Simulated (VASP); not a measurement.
Method: PBEsol GGA, VASP's PBE PAW potentials (set 64) (plane waves; VASP).

A VASP calculation is set up with these files.

**POSCAR**
```
Be
1.0
  1.0606874657  -1.8371643600   0.0000000000
  1.0606874657   1.8371643600   0.0000000000
  0.0000000000   0.0000000000   3.3708675024
Be
2
Cartesian
  1.0606874657   0.6123893448   0.8427168756
  1.0606874657  -0.6123893448   2.5281506268
```

INCAR:
```
SYSTEM = Be
PREC = Accurate
ENCUT = 500
EDIFF = 1E-6
NELM = 100
ALGO = Normal
LREAL = .FALSE.
LASPH = .TRUE.
ISMEAR = 1
SIGMA = 0.1
GGA = PS
LWAVE = .FALSE.
LCHARG = .FALSE.
IBRION = 2
ISIF = 3
NSW = 40
EDIFFG = -0.02
PSTRESS = 300
```

File KPOINTS:
```
Automatic mesh
0
Gamma
20 20 11
0 0 0
```

POTCAR, in this order: Be (PBE.64 set). Program: vasp_std.

Output of the run:

### OUTCAR
```
 ion  position               nearest neighbor table
   1  0.333  0.667  0.250-   2 2.08   2 2.08   2 2.08   2 2.08   2 2.08   2 2.08
   2  0.667  0.333  0.750-   1 2.08   1 2.08   1 2.08   1 2.08   1 2.08   1 2.08
  LATTYP: Found a hexagonal cell.
 ALAT       =     2.1213747395
 C/A-ratio  =     1.5890014336
 Subroutine PRICEL returns:
 Original cell was already a primitive cell.
 Subroutine GETGRP returns: Found 24 space group operations
The static configuration has the point symmetry D_3d.
 The point group associated with its full space group is D_6h.
The dynamic configuration has the point symmetry D_3d.
 Subroutine INISYM returns: Found 24 space group operations
 Subroutine IBZKPT returns following result:
 Found    264 irreducible k-points:

 Following reciprocal coordinates:
            Coordinates               Weight
  0.000000  0.000000  0.000000      1.000000
  0.050000 -0.000000  0.000000      6.000000
  0.100000  0.000000  0.000000      6.000000
  0.150000  0.000000  0.000000      6.000000
  0.200000  0.000000  0.000000      6.000000
  0.250000  0.000000  0.000000      6.000000
  0.300000  0.000000  0.000000      6.000000
...
```

**OSZICAR**
```
       N       E                     dE             d eps       ncg     rms          rms(c)
DAV:   1    -0.255010168591E+01   -0.25501E+01   -0.18919E+03  3210   0.549E+02
DAV:   2    -0.781193586627E+01   -0.52618E+01   -0.50685E+01  4980   0.701E+01
DAV:   3    -0.783204560788E+01   -0.20110E-01   -0.20117E-01  4074   0.410E+00
DAV:   4    -0.783206190573E+01   -0.16298E-04   -0.16297E-04  4662   0.104E-01
DAV:   5    -0.783206192921E+01   -0.23483E-07   -0.23202E-07  4032   0.146E-03    0.150E+00
DAV:   6    -0.779663846399E+01    0.35423E-01   -0.57175E-03  3336   0.127E+00    0.920E-01
DAV:   7    -0.778324182216E+01    0.13397E-01   -0.64685E-03  3396   0.122E+00    0.246E-02
DAV:   8    -0.778323036631E+01    0.11456E-04   -0.16552E-05  4968   0.441E-02    0.116E-02
DAV:   9    -0.778323124650E+01   -0.88018E-06   -0.73302E-07  3432   0.742E-03
   1 F= -.53233293E+01 E0= -.53233610E+01  d E =-.532333E+01
       N       E                     dE             d eps       ncg     rms          rms(c)
DAV:   1    -0.778185891329E+01    0.13715E-02   -0.28936E-03  3966   0.377E-01    0.176E-02
DAV:   2    -0.778185676001E+01    0.21533E-05   -0.11020E-05  3774   0.315E-02    0.106E-02
DAV:   3    -0.778185531353E+01    0.14465E-05   -0.15662E-06  4134   0.793E-03    0.177E-04
DAV:   4    -0.778185532079E+01   -0.72613E-08   -0.12932E-08  2292   0.122E-03
   2 F= -.53235851E+01 E0= -.53236164E+01  d E =-.255769E-03
```

File OUTCAR:
```
------------------------ aborting loop because EDIFF is reached ----------------------------------------
  FORCE on cell =-STRESS in cart. coord.  units (eV):
  Direction    XX          YY          ZZ          XY          YZ          ZX
  --------------------------------------------------------------------------------------
  Total        2.4661433      2.4661427      2.4648710     -0.0000000      0.0000000      0.0000000
  in kB      300.9608041    300.9607227    300.8055322     -0.0000000      0.0000000      0.0000000
  external PRESSURE =       0.9090197 kB  Pullay stress =     300.0000000 kB
  volume of cell :       13.13
      direct lattice vectors                 reciprocal lattice vectors
     1.061962327 -1.839372458 -0.000000000     0.470826495 -0.271831840  0.000000000
     1.061962327  1.839372458  0.000000000     0.470826495  0.271831840  0.000000000
     0.000000000  0.000000000  3.360548522    -0.000000000 -0.000000000  0.297570469
 POSITION                                       TOTAL-FORCE (eV/Angst)
 -----------------------------------------------------------------------------------
      1.06196      0.61313      0.84014        -0.000000     -0.000000      0.000000
      1.06196     -0.61313      2.52041         0.000000      0.000000      0.000000
 -----------------------------------------------------------------------------------
    total drift:                                0.000000     -0.000004      0.000005
  FREE ENERGIE OF THE ION-ELECTRON SYSTEM (eV)
  ---------------------------------------------------
  free  energy   TOTEN  =        -7.7818553208 eV

  energy  without entropy=       -7.7819493823  energy(sigma->0) =       -7.78188667
  enthalpy is  TOTEN    =        -5.3235850547 eV   P V=        2.4582702661

 reached required accuracy - stopping structural energy minimisation
```
(Selected blocks of OUTCAR.)

File CONTCAR:
```
Be
   1.00000000000000
     1.0619623271888450   -1.8393724577813648   -0.0000000000000000
     1.0619623271888450    1.8393724577813648    0.0000000000000000
     0.0000000000000000    0.0000000000000000    3.3605485221818259
  Be
     2
Direct
     0.3333330000000032    0.6666669999999968    0.2500000000000000
     0.6666669999999968    0.3333330000000032    0.7500000000000000
```

The compound is Be in the hcp structure. This run relaxes it under an external pressure of 30 GPa. Symmetry was kept, so distortions that lower it aren't found.
